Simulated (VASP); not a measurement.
Level of theory: PBE GGA, VASP's PBE PAW potentials (set 64) (plane waves; VASP).

VASP input:

### POSCAR
```
GaP
1.0
  0.0000000000   2.7514440796   2.7514440796
  2.7514440796   0.0000000000   2.7514440796
  2.7514440796   2.7514440796   0.0000000000
Ga P
1 1
Cart
  0.0000000000   0.0000000000   0.0000000000
  1.3757220398   1.3757220398   1.3757220398
```

**INCAR**
```
NELM=100
GGA=PE   ! PBE
LMAXMIX=4   ! l cut-off of mixed one-centre charges
LWAVE=.False.
SYSTEM=GaP
LREAL=.False.
PREC=Accurate
ISMEAR=0   ! Gaussian
ALGO=Normal   ! blocked Davidson
EDIFF=1E-6   ! SCF stop (eV)
LCHARG=.True.
LASPH=.True.   ! aspherical one-centre terms
ENCUT=350
SIGMA=0.05   ! width (eV)
```

File KPOINTS:
```
Automatic mesh
0
Gamma
8 8 8
0 0 0
```

POTCAR, in this order: Ga_d P (PBE.64 set). Program: vasp_std.

Output of the run:

File OUTCAR:
```
 ion  position               nearest neighbor table
   1  0.000  0.000  0.000-   2 2.38   2 2.38   2 2.38   2 2.38
   2  0.250  0.250  0.250-   1 2.38   1 2.38   1 2.38   1 2.38
  LATTYP: Found a face centered cubic cell.
 ALAT       =     5.5028881592
 Subroutine PRICEL returns:
 Original cell was already a primitive cell.
 Subroutine GETGRP returns: Found 24 space group operations
The static configuration has the point symmetry T_d .
The dynamic configuration has the point symmetry T_d .
 Subroutine INISYM returns: Found 24 space group operations
 Subroutine IBZKPT returns following result:
 Found     29 irreducible k-points:

 Following reciprocal coordinates:
            Coordinates               Weight
  0.000000  0.000000  0.000000      1.000000
  0.125000  0.000000  0.000000      8.000000
  0.250000  0.000000  0.000000      8.000000
  0.375000  0.000000  0.000000      8.000000
  0.500000  0.000000  0.000000      4.000000
  0.125000  0.125000  0.000000      6.000000
  0.250000  0.125000  0.000000     24.000000
  0.375000  0.125000  0.000000     24.000000
  0.500000  0.125000  0.000000     24.000000
 -0.375000  0.125000  0.000000     24.000000
 -0.250000  0.125000  0.000000     24.000000
 -0.125000  0.125000  0.000000     12.000000
  0.250000  0.250000  0.000000      6.000000
  0.375000  0.250000  0.000000     24.000000
  0.500000  0.250000  0.000000     24.000000
 -0.375000  0.250000  0.000000     24.000000
 -0.250000  0.250000  0.000000     12.000000
  0.375000  0.375000  0.000000      6.000000
  0.500000  0.375000  0.000000     24.000000
 -0.375000  0.375000  0.000000     12.000000
  0.500000  0.500000  0.000000      3.000000
  0.375000  0.250000  0.125000     24.000000
  0.500000  0.250000  0.125000     48.000000
 -0.375000  0.250000  0.125000     24.000000
...
```

### OSZICAR
```
       N       E                     dE             d eps       ncg     rms          rms(c)
DAV:   1     0.668023035479E+02    0.66802E+02   -0.76464E+03   762   0.165E+03
DAV:   2    -0.456345506826E+01   -0.71366E+02   -0.69288E+02   854   0.270E+02
DAV:   3    -0.930362632332E+01   -0.47402E+01   -0.47238E+01   939   0.658E+01
DAV:   4    -0.938352003809E+01   -0.79894E-01   -0.79873E-01   920   0.936E+00
DAV:   5    -0.938527303549E+01   -0.17530E-02   -0.17529E-02   954   0.114E+00    0.412E+00
DAV:   6    -0.914817892383E+01    0.23709E+00   -0.46610E-01  1151   0.123E+01    0.271E+00
DAV:   7    -0.912420887402E+01    0.23970E-01   -0.10836E-01   940   0.234E+00    0.111E+00
DAV:   8    -0.912443341307E+01   -0.22454E-03   -0.14021E-02   894   0.175E+00    0.149E-01
DAV:   9    -0.912480820167E+01   -0.37479E-03   -0.15873E-03   939   0.689E-01    0.924E-02
DAV:  10    -0.912487618045E+01   -0.67979E-04   -0.13401E-04  1085   0.120E-01    0.468E-02
DAV:  11    -0.912495247767E+01   -0.76297E-04   -0.11646E-04   819   0.112E-01    0.728E-03
DAV:  12    -0.912495154135E+01    0.93632E-06   -0.47577E-06   957   0.350E-02
   1 F= -.91249515E+01 E0= -.91249515E+01  d E =-.120320E-16
```

File OUTCAR:
```
------------------------ aborting loop because EDIFF is reached ----------------------------------------
  FORCE on cell =-STRESS in cart. coord.  units (eV):
  Direction    XX          YY          ZZ          XY          YZ          ZX
  --------------------------------------------------------------------------------------
  Total       -0.0188935     -0.0188935     -0.0188935      0.0000000      0.0000000      0.0000000
  in kB       -0.7266251     -0.7266251     -0.7266251      0.0000000      0.0000000      0.0000000
  external PRESSURE =      -0.7266251 kB  Pullay stress =       0.0000000 kB
  volume of cell :       41.66
      direct lattice vectors                 reciprocal lattice vectors
     0.000000000  2.751444080  2.751444080    -0.181722756  0.181722756  0.181722756
     2.751444080  0.000000000  2.751444080     0.181722756 -0.181722756  0.181722756
     2.751444080  2.751444080  0.000000000     0.181722756  0.181722756 -0.181722756
  FREE ENERGIE OF THE ION-ELECTRON SYSTEM (eV)
  ---------------------------------------------------
  free  energy   TOTEN  =        -9.1249515414 eV

  energy  without entropy=       -9.1249515414  energy(sigma->0) =       -9.12495154
```
(Selected blocks of OUTCAR.)

The compound is GaP in the zinc blende structure. It was relaxed first.
